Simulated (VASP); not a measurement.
Energy against volume of LiF (rock salt). Method: PBEsol GGA, VASP's PBE PAW potentials (set 64) (plane waves; VASP).

| V (Å³/atom) | E (eV/atom) |
|---|---|
| 7.543 | -4.91701 |
| 7.784 | -4.92353 |
| 8.025 | -4.92607 |
| 8.265 | -4.92525 |
| 8.506 | -4.92152 |

Q: Fit a third-order Birch-Murnaghan equation of state.

A: 
```yaml
volume_per_atom: 8.08 Å³/atom
bulk_modulus: 72.8 GPa
pressure_derivative_of_the_bulk_modulus: 4.24
lattice_constant_a: 4.013 Å
```

The compound is LiF in the rock salt structure. It was relaxed first.
